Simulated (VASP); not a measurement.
Input:

```
GaP
1.0
    0.00000     2.57639     2.57639
    2.57639     0.00000     2.57639
    2.57639     2.57639     0.00000
Ga P
1 1
Cartesian
  0.00000   2.57639   2.57639
  2.57639   2.57639   2.57639
```

These are PBE GGA, VASP's PBE PAW potentials (set 64) (plane waves; VASP) values and carry that method's errors. Run with 400 eV cut-off, Gaussian smearing of 0.050 eV, potentials Ga_d P.

Task: Give the energies of bands 7 to 12 at the high-symmetry points, in eV from the Fermi level.

Result: 
| band | Γ | X | U | L | W |
|---|---|---|---|---|---|
| 7 | 0.01 | -5.84 | -6.07 | -7.81 | -5.70 |
| 8 | 0.01 | -3.13 | -5.20 | 0.18 | -4.62 |
| 9 | 0.01 | -2.66 | -1.96 | 0.18 | -4.62 |
| 10 | 1.48 | -2.66 | -0.19 | 3.04 | 2.58 |
| 11 | 7.10 | 3.41 | 5.89 | 3.04 | 4.61 |
| 12 | 7.10 | 10.93 | 7.22 | 3.15 | 7.51 |

It has no gap at this level: it comes out as a metal or semimetal.

The structure was generated: GaP was put into the rock salt type (Fm-3m), which need not be its known phase. It was relaxed first, which changed the volume by +13 %.
